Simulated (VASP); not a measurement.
# Gallium: Pt into a neighbouring Ga vacancy, part 2 of 4

Wanted: the minimum-energy path in Gallium for this move: Pt into a neighbouring Ga vacancy. The start is a cell from a database of measured crystal structures.

VASP 6.6.1, plane waves and PAW; the level of theory is named at each step.

So far. Step 2 (Relax the host): The run ended after 5 ionic steps, 0.005 eV below its first step, once forces and stress met EDIFFG = -0.02.

### 3. Relax the start

This step: PBEsol; plane waves and PAW (Ga, Pt) (VASP 6.6.1).

System of this step: Ga14Pt (Gallium). The cell holds 15 atoms: 14 Ga and 1 Pt. Cell: a = 8.857 Å, b = 8.857 Å, c = 6.366 Å, α = 111.3°, β = 111.3°, γ = 118.6°. It derives from Ga (Gallium). Nearest the centre at fractional (0.500, 0.500, 0.500): Pt15 at 1.26 Å, Ga13 at 3.14 Å, Ga6 at 3.15 Å, Ga7 at 3.16 Å, Ga14 at 3.16 Å, Ga4 at 3.24 Å, Ga11 at 3.26 Å, Ga9 at 3.40 Å.

A path needs two true minima; the start is relaxed with symmetry off.

INCAR reads:

```
SYSTEM = Ga14Pt
PREC = Normal
ENCUT = 280
EDIFF = 1E-05
NELM = 120
ISMEAR = 1
SIGMA = 0.15
LREAL = Auto
ALGO = Fast
GGA = PS
NBANDS = 41
LASPH = .TRUE.
LORBIT = 11
LWAVE = .FALSE.
LCHARG = .FALSE.
KPAR = 3
IBRION = 2
NSW = 60
ISIF = 2
EDIFFG = -0.05
POTIM = 0.4
MAXMIX = 40
ISYM = 0
```

POSCAR reads:

```
Ga14Pt
1.0
    0.0000000000      7.6165285566      4.5212542411
    0.0000000000     -7.6165285566      4.5212542411
    4.4817785268      0.0000000000     -4.5212542411
Ga Pt
14 1
Direct
    0.0397948645      0.8819207674      0.5015421743
    0.0364824684      0.3783884870     -0.0058153576
    0.5375854356      0.8803428599     -0.0023961614
    0.8834003662      0.5390423693      0.5013125704
    0.3785741098      0.0347185261      0.4967135632
    0.3822390416      0.5378513728      0.0026723597
    0.8794332514      0.0358252406     -0.0034892776
    0.9660965337      0.1184151289      0.4987701181
    0.9538697988      0.6145467348     -0.0120986009
    0.4626049570      0.1177605948     -0.0018840307
    0.1209326972      0.4681360809      0.5094508854
    0.6253760164      0.9679612234      0.5091158972
    0.6155621420      0.4641731340     -0.0022937607
    0.1156231040      0.9631293325      0.0004864769
    0.4611673101      0.6193647395      0.4996785041
```

KPOINTS reads:

```
Automatic mesh
0
Gamma
4 4 4
0 0 0
```

PAW data sets: Ga and Pt (PBE family, release 64).

Run with:

```
$ mpirun -np 3 vasp_std
```

What it wrote:

```text
[banner, memory and clock lines left out]
running    3 mpi-ranks, on    1 nodes
[...]
[... a notice as in an earlier step ...]

 LDA part: xc-table for (Slater+PW92), standard interpolation
 POSCAR, INCAR and KPOINTS ok, starting setup
[...]
entering main loop
       N       E                     dE             d eps       ncg     rms          rms(c)
DAV:   1     0.105364779820E+03    0.10536E+03   -0.12751E+04  2952   0.625E+02
DAV:   2    -0.445520341940E+02   -0.14992E+03   -0.14049E+03  3570   0.122E+02
DAV:   3    -0.539367486188E+02   -0.93847E+01   -0.91166E+01  3759   0.299E+01
DAV:   4    -0.540779206102E+02   -0.14117E+00   -0.14059E+00  3616   0.377E+00
[...]
RMM:  11    -0.530264584152E+02   -0.31579E-04   -0.89166E-04  2962   0.103E-01    0.414E-02
RMM:  12    -0.530264581830E+02    0.23220E-06   -0.22095E-04  2959   0.489E-02    0.135E-02
RMM:  13    -0.530264592535E+02   -0.10704E-05   -0.49081E-05  2546   0.220E-02
   1 F= -.53026459E+02 E0= -.53029531E+02  d E =-.530265E+02
[... from here on, the cycles between the ionic steps are left out ...]
   2 F= -.53191070E+02 E0= -.53192684E+02  d E =-.164611E+00
   6 F= -.53472097E+02 E0= -.53470645E+02  d E =-.120270E+00
  11 F= -.53574207E+02 E0= -.53571499E+02  d E =-.291863E-01
  16 F= -.53649446E+02 E0= -.53648156E+02  d E =-.389210E-01
  21 F= -.53682919E+02 E0= -.53683832E+02  d E =-.102927E-01
  26 F= -.53699126E+02 E0= -.53699746E+02  d E =-.515144E-02
  31 F= -.53750596E+02 E0= -.53749146E+02  d E =-.376970E-01
  36 F= -.53854241E+02 E0= -.53852357E+02  d E =-.270143E-01
  41 F= -.53990750E+02 E0= -.53989669E+02  d E =-.136201E+00
  46 F= -.54113616E+02 E0= -.54112742E+02  d E =-.622922E-01
  51 F= -.54196346E+02 E0= -.54195229E+02  d E =-.179927E-01
  56 F= -.54225870E+02 E0= -.54225137E+02  d E =-.212553E-01
  59 F= -.54241139E+02 E0= -.54240765E+02  d E =-.739620E-02
  60 F= -.54242930E+02 E0= -.54242450E+02  d E =-.918735E-02
[...]
opt :   5.7656  next Energy=   -54.243003 (dE=-0.926E-02)
```

It took 23 min on 3 MPI ranks of Intel Xeon 6975P-C (Granite Rapids), shared host; peak memory 0.88 GiB.

OUTCAR, selected parts (step 3):

```text
 k-point     1 :       0.0000    0.0000    0.0000
  band No.  band energies     occupation
    ...
     25       1.6977      2.00031
     26       1.7554      2.00211
     27       2.0207      1.95378
     28       2.0865      1.50328
     29       2.1497      0.81886
     30       2.9029     -0.00000
     31       3.0450     -0.00000
     32       3.4153     -0.00000
     33       3.5181     -0.00000
     34       4.0437     -0.00000
    ...

  Total       -5.7185178     -4.6397810     -0.8655725      0.1662537     -1.3228792     -0.0608401
  in kB      -29.6823080    -24.0830604     -4.4928059      0.8629498     -6.8664836     -0.3157944
  external PRESSURE =     -19.4193914 kB  Pullay stress =       0.0000000 kB

 POSITION                                       TOTAL-FORCE (eV/Angst)
 -----------------------------------------------------------------------------------
      2.22816      0.97025      5.98380        -0.002491      0.068923     -0.019058
      0.04020     -2.14579      2.07942         0.027482     -0.026326      0.062090
      4.45691     -2.09257      2.07289         0.003456      0.015313      0.043492
      2.22301      2.90005      3.70854        -0.014798      0.014148     -0.021318
      2.21787      2.39023     -0.62492         0.041877     -0.054779      0.022747
      0.58589     -1.08606      4.36496         0.023719     -0.053800     -0.021270
      3.93897     -1.08911      4.39104        -0.004725     -0.009872     -0.036108
      2.26195     -0.97798     -1.40174         0.004347      0.015416     -0.002499
      0.06263      2.80505      6.66556         0.005523      0.000868     -0.045141
      4.36183      2.85510     -2.37371        -0.027727     -0.003718      0.011479
      2.24575     -2.60197      0.61059        -0.002131     -0.002718      0.037860
      2.23448      4.33714      1.23529         0.004108     -0.013617      0.002504
      0.08411      1.40625      4.43022        -0.018775      0.059794     -0.011044
      4.36857     -6.18981     -0.06551        -0.013615     -0.009452      0.006503
      2.26612     -2.72101      3.23336        -0.026250     -0.000181     -0.030238
 -----------------------------------------------------------------------------------
    total drift:                               -0.006930     -0.007050     -0.010203

  FREE ENERGIE OF THE ION-ELECTRON SYSTEM (eV)
  ---------------------------------------------------
  free  energy   TOTEN  =       -54.2429303296 eV

  energy  without entropy=      -54.2414882409  energy(sigma->0) =      -54.24244963

[... 16 further parts left out ...]
[key lines of the parts left out:]
E-fermi :   2.1335
```

CONTCAR:

```
Ga14Pt
   1.00000000000000
     0.0000000000000000    7.6165285565999996    4.5212542411000003
     0.0000000000000000   -7.6165285565999996    4.5212542411000003
     4.4817785268000003    0.0000000000000000   -4.5212542411000003
  Ga              Pt
    14     1
Direct
     0.9740137264216377    0.8466265061677467    0.4971588619740207
     0.0935813653276167    0.3753096310629706    0.0089691404132780
     0.5890930942087614    0.8638332283819962    0.9944503969394880
     0.8485062768220847    0.4677494066331307    0.4960109196874293
     0.3352325068268044    0.0214110902475615    0.4948628558494222
     0.4767826196411954    0.6193749328948995    0.1307268163426229
     0.8535467428192709    0.9965394159421093    0.8788855346265143
     0.0331317844839091    0.1615344103674375    0.5046996279274101
     0.9282660792662012    0.5599810688387368    0.0139749659724440
     0.4115399439972144    0.0366838170771869    0.9732362269196767
     0.1472558967167989    0.4888776127092868    0.5010840696904928
     0.6706134307025228    0.1011754346841104    0.4985705282181462
     0.5916315831473661    0.4070006810240389    0.0187663289949575
     0.0737851591748577    0.8864663942450239    0.9747399779655697
     0.4317618871437660    0.7890129616237667    0.5056291088785153
```

The steps of the relaxation (22 of 60):

```
step  energy less that of the first step (eV)  largest force (eV/Å)
   1                                   0.0000                1.3288
   4                                  -0.3254                0.4538
   7                                  -0.4574                0.6478
   9                                  -0.5139                0.1756
  12                                  -0.5771                0.2171
  15                                  -0.6060                0.2243
  18                                  -0.6248                0.2906
  21                                  -0.6565                0.1831
  23                                  -0.6656                0.0872
  26                                  -0.6727                0.1436
  29                                  -0.6900                0.3204
  32                                  -0.7718                0.4930
  35                                  -0.8008                0.5181
  38                                  -0.8705                0.3705
  40                                  -0.8895                0.7128
  43                                  -1.0249                0.3134
  46                                  -1.0872                0.2216
  49                                  -1.1382                0.1638
  52                                  -1.1774                0.2548
  54                                  -1.1944                0.1256
  57                                  -1.2063                0.0929
  60                                  -1.2165                0.0728
```

The atoms that moved most (Å):

```
atom      dx      dy      dz  length
Pt15   0.027  -1.516   0.607   1.633
Ga12  -0.047  -0.670   0.855   1.087
 Ga6   0.574   0.099   0.217   0.622
 Ga7  -0.527   0.102   0.237   0.587
Ga10  -0.112   0.229  -0.485   0.548
 Ga3  -0.014   0.518   0.172   0.546
 Ga9   0.117   0.221  -0.480   0.541
Ga13   0.094   0.253  -0.462   0.535
```

Final coordinates:

```
Ga Pt
1.0
     0.00000    7.61653    4.52125
     0.00000   -7.61653    4.52125
     4.48178    0.00000   -4.52125
Ga Pt
14 1
Direct
  0.97401 0.84663 0.49716
  0.09358 0.37531 0.00897
  0.58909 0.86383 0.99445
  0.84851 0.46775 0.49601
  0.33523 0.02141 0.49486
  0.47678 0.61937 0.13073
  0.85355 0.99654 0.87889
  0.03313 0.16153 0.50470
  0.92827 0.55998 0.01397
  0.41154 0.03668 0.97324
  0.14726 0.48888 0.50108
  0.67061 0.10118 0.49857
  0.59163 0.40700 0.01877
  0.07379 0.88647 0.97474
  0.43176 0.78901 0.50563
```

The run used up its steps with a largest force of 0.07 eV/Å at its last finished step, so it is continued.

### 4. Going on with the relaxation

The relaxation goes on from where it stopped.

INCAR, as its differences from that of step 3:

```diff
@@ -16,3 +16,3 @@
 KPAR = 3
-IBRION = 2
+IBRION = 1
 NSW = 60
@@ -20,3 +20,3 @@
 EDIFFG = -0.05
-POTIM = 0.4
+POTIM = 0.3
 MAXMIX = 40
```

POSCAR reads:

```
Ga14Pt
1.0
    0.0000000000      7.6165285566      4.5212542411
    0.0000000000     -7.6165285566      4.5212542411
    4.4817785268      0.0000000000     -4.5212542411
Ga Pt
14 1
Direct
    0.9740137264      0.8466265062      0.4971588620
    0.0935813653      0.3753096311      0.0089691404
    0.5890930942      0.8638332284      0.9944503969
    0.8485062768      0.4677494066      0.4960109197
    0.3352325068      0.0214110902      0.4948628558
    0.4767826196      0.6193749329      0.1307268163
    0.8535467428      0.9965394159      0.8788855346
    0.0331317845      0.1615344104      0.5046996279
    0.9282660793      0.5599810688      0.0139749660
    0.4115399440      0.0366838171      0.9732362269
    0.1472558967      0.4888776127      0.5010840697
    0.6706134307      0.1011754347      0.4985705282
    0.5916315831      0.4070006810      0.0187663290
    0.0737851592      0.8864663942      0.9747399780
    0.4317618871      0.7890129616      0.5056291089
```

KPOINTS is that of step 3.

Run with:

```
$ mpirun -np 3 vasp_std
```

What it wrote:

```text
[... set-up lines as in an earlier step ...]
 entering main loop
       N       E                     dE             d eps       ncg     rms          rms(c)
DAV:   1     0.108979480080E+03    0.10898E+03   -0.12813E+04  2952   0.626E+02
DAV:   2    -0.452992837651E+02   -0.15428E+03   -0.14512E+03  3490   0.124E+02
DAV:   3    -0.552377524095E+02   -0.99385E+01   -0.96762E+01  3832   0.308E+01
DAV:   4    -0.553873000258E+02   -0.14955E+00   -0.14896E+00  3600   0.386E+00
DAV:   5    -0.553896386205E+02   -0.23386E-02   -0.23369E-02  3928   0.468E-01    0.120E+01
RMM:   6    -0.547412204928E+02    0.64842E+00   -0.39806E+00  2952   0.664E+00    0.684E+00
RMM:   7    -0.543639204020E+02    0.37730E+00   -0.82102E-01  2954   0.292E+00    0.376E+00
RMM:   8    -0.542487731234E+02    0.11515E+00   -0.14435E-01  2952   0.143E+00    0.625E-01
RMM:   9    -0.542422719248E+02    0.65012E-02   -0.34808E-02  2967   0.651E-01    0.287E-01
RMM:  10    -0.542427101913E+02   -0.43827E-03   -0.77408E-03  2953   0.328E-01    0.100E-01
RMM:  11    -0.542428455160E+02   -0.13532E-03   -0.17599E-03  3008   0.141E-01    0.538E-02
RMM:  12    -0.542428991663E+02   -0.53650E-04   -0.34887E-04  3028   0.621E-02    0.144E-02
RMM:  13    -0.542429224485E+02   -0.23282E-04   -0.82142E-05  2731   0.261E-02    0.854E-03
RMM:  14    -0.542429282950E+02   -0.58465E-05   -0.17370E-05  2110   0.131E-02
   1 F= -.54242928E+02 E0= -.54242448E+02  d E =-.542429E+02
 BRION: g(F)=  0.101E-02 g(S)=  0.000E+00
 bond charge predicted
       N       E                     dE             d eps       ncg     rms          rms(c)
DAV:   1    -0.542437546384E+02   -0.83219E-03   -0.11175E-02  3494   0.352E-01    0.328E-02
RMM:   2    -0.542437890075E+02   -0.34369E-04   -0.40515E-04  2952   0.770E-02    0.117E-02
RMM:   3    -0.542437938086E+02   -0.48011E-05   -0.52098E-05  2537   0.295E-02
   2 F= -.54243794E+02 E0= -.54243310E+02  d E =-.865514E-03
 BRION: g(F)=  0.522E-03 g(S)=  0.000E+00 retain N=  1 mean eig= 1.61
 eig:   1.605
 bond charge predicted
       N       E                     dE             d eps       ncg     rms          rms(c)
DAV:   1    -0.542446061724E+02   -0.81716E-03   -0.10835E-02  3429   0.360E-01    0.411E-02
RMM:   2    -0.542446526835E+02   -0.46511E-04   -0.60784E-04  2952   0.884E-02    0.702E-03
RMM:   3    -0.542446613255E+02   -0.86420E-05   -0.72828E-05  2523   0.319E-02
   3 F= -.54244661E+02 E0= -.54244168E+02  d E =-.867517E-03
 BRION: g(F)=  0.237E-03 g(S)=  0.000E+00 retain N=  2 mean eig= 2.46
 eig:   2.464  2.464
 reached required accuracy - stopping structural energy minimisation
```

The job ended after 63 s (3 MPI ranks; peak memory 0.78 GiB).

From OUTCAR (step 4):

```text
 Found     36 irreducible k-points:

   NELECT =      52.0000    total number of electrons

 E-fermi :   2.1337

 k-point     1 :       0.0000    0.0000    0.0000
  band No.  band energies     occupation
    ...
     25       1.6963      2.00030
     26       1.7612      2.00249
     27       2.0226      1.94662
     28       2.0876      1.49404
     29       2.1507      0.81005
     30       2.9044     -0.00000
     31       3.0455     -0.00000
     32       3.4191     -0.00000
     33       3.5181     -0.00000
     34       4.0407     -0.00000
    ...

 k-point     2 :       0.2500   -0.0000    0.0000
  band No.  band energies     occupation
    ...
     22       0.6749      2.00000
     23       0.9570      2.00000
     24       1.2271      2.00000
     25       1.4361      2.00000
     26       1.8552      2.02469
     27       2.3211     -0.07073
     28       2.4682     -0.00710
     29       2.9763     -0.00000
     30       3.3381     -0.00000
     31       3.7518     -0.00000
    ...

  Total       -5.6215858     -4.7252586     -0.8432891      0.1613190     -1.2301502     -0.0690468
  in kB      -29.1791770    -24.5267368     -4.3771426      0.8373361     -6.3851678     -0.3583917
  external PRESSURE =     -19.3610188 kB  Pullay stress =       0.0000000 kB

 POSITION                                       TOTAL-FORCE (eV/Angst)
 -----------------------------------------------------------------------------------
      2.22766      0.97570      5.98221        -0.006554      0.041436     -0.010042
      0.04143     -2.14772      2.08341        -0.003690     -0.015078      0.015546
      4.45743     -2.09128      2.07594         0.012299      0.009967      0.016420
      2.22184      2.90144      3.70659        -0.005622      0.017448     -0.020747
      2.22059      2.38595     -0.62314         0.008917     -0.036599      0.017653
      0.58757     -1.08955      4.36391         0.012831     -0.011497      0.008779
      3.93857     -1.08998      4.38889         0.000378     -0.008520      0.004504
      2.26230     -0.97653     -1.40207         0.006079      0.017462     -0.004890
      0.06305      2.80512      6.66218         0.004801     -0.001212     -0.018787
      4.35939      2.85506     -2.37310        -0.024423      0.004826      0.000704
      2.24562     -2.60217      0.61321         0.001713     -0.001363      0.016197
      2.23475      4.33607      1.23525         0.002001     -0.011569     -0.000282
      0.08301      1.41017      4.42928         0.004931      0.008983     -0.008093
      4.36749     -6.19034     -0.06529        -0.006761     -0.001583     -0.004757
      2.26573     -2.72216      3.23252        -0.006898     -0.012701     -0.012207
 -----------------------------------------------------------------------------------
    total drift:                               -0.000854      0.000765     -0.011901

  FREE ENERGIE OF THE ION-ELECTRON SYSTEM (eV)
  ---------------------------------------------------
  free  energy   TOTEN  =       -54.2446613255 eV

  energy  without entropy=      -54.2431820100  energy(sigma->0) =      -54.24416822

 total charge
# of ion       s       p       d       tot
------------------------------------------
    1        1.206   0.929   0.083   2.217
    2        1.160   1.149   0.107   2.416
    3        1.162   1.146   0.108   2.416
    4        1.197   0.949   0.071   2.217
    5        1.170   1.033   0.102   2.305
    6        1.166   1.031   0.093   2.290
    7        1.166   1.025   0.092   2.284
    8        1.201   0.911   0.074   2.187
    9        1.188   0.938   0.074   2.201
   10        1.185   0.939   0.076   2.199
   11        1.192   0.976   0.088   2.255
   12        1.165   0.992   0.105   2.262
   13        1.178   1.054   0.077   2.309
   14        1.176   1.061   0.077   2.314
   15        0.687   0.561   8.123   9.371
--------------------------------------------------
tot         17.198  14.694   9.352  41.244

[... 6 parts as in an earlier step ...]

[... 6 further parts left out ...]
```

CONTCAR:

```
Ga14Pt
   1.00000000000000
     0.0000000000000000    7.6165285565999996    4.5212542411000003
     0.0000000000000000   -7.6165285565999996    4.5212542411000003
     4.4817785268000003    0.0000000000000000   -4.5212542411000003
  Ga              Pt
    14     1
Direct
     0.9741411960701689    0.8460385480901507    0.4970488287312619
     0.0940322111842294    0.3760137316826229    0.0092432242753403
     0.5895730368915538    0.8641449097293405    0.9945669249649185
     0.8482527978842169    0.4673122412979498    0.4957502603124074
     0.3354527377247668    0.0221934183170861    0.4954705275826281
     0.4766251741816814    0.6196759506815970    0.1311017683387957
     0.8532063732839167    0.9963141639721768    0.8787961885446396
     0.0332288624903032    0.1614410868294730    0.5047773449046767
     0.9279432848761734    0.5596489328655684    0.0140682983741444
     0.4113323955886953    0.0364820972328728    0.9726913674512839
     0.1475183668812648    0.4891663374687665    0.5010562820686932
     0.6705693081254674    0.1012715281462345    0.4986312493619110
     0.5916621759975000    0.4065166645110975    0.0185218902100485
     0.0736528706420699    0.8864043505008139    0.9744985489622294
     0.4315513046780027    0.7889526304742496    0.5055426562170218
```

The steps of the relaxation:

```
step  energy less that of the first step (eV)  largest force (eV/Å)
   1                                   0.0000                0.0727
   2                                  -0.0009                0.0616
   3                                  -0.0017                0.0431
```

Final coordinates:

```xyz
15
Lattice="0.0000 7.6165 4.5213 0.0000 -7.6165 4.5213 4.4818 0.0000 -4.5213" Properties=species:S:1:pos:R:3 pbc="T T T"
Ga    2.2277    0.9757    5.9822
Ga    0.0414   -2.1477    2.0834
Ga    4.4574   -2.0913    2.0759
Ga    2.2218    2.9014    3.7066
Ga    2.2206    2.3859   -0.6231
Ga    0.5876   -1.0896    4.3639
Ga    3.9386   -1.0900    4.3889
Ga    2.2623   -0.9765   -1.4021
Ga    0.0631    2.8051    6.6622
Ga    4.3594    2.8551   -2.3731
Ga    2.2456   -2.6022    0.6132
Ga    2.2348    4.3361    1.2353
Ga    0.0830    1.4102    4.4293
Ga    4.3675   -6.1903   -0.0653
Pt    2.2657   -2.7222    3.2325
```

Numbers from this step:

```
electronic cycles       : 20
electrons               : 52
free energy (TOTEN)     : -54.2447 eV
energy at zero smearing : -54.2442 eV
Fermi energy            : 2.134 eV
```

The run ended after 3 ionic steps, 0.002 eV below its first step, once the forces on the free atoms met EDIFFG = -0.05.

(Part 2 of 4 ends here.)

[Lines on the potential files, build, host, timing and source positions are cut from VASP's logs without a mark.]

[Logs are printed without paths, hosts, clocks, repeated set-up lines and the standing remarks that a program may print on its own settings, such as how far it seeks lower states.]

[Hosts, paths, dates, database ids (printed as entryN), source tags and the programs' standing remarks are cut or masked in the printed files.]

[Runs that stopped without an error message from VASP are left out.]
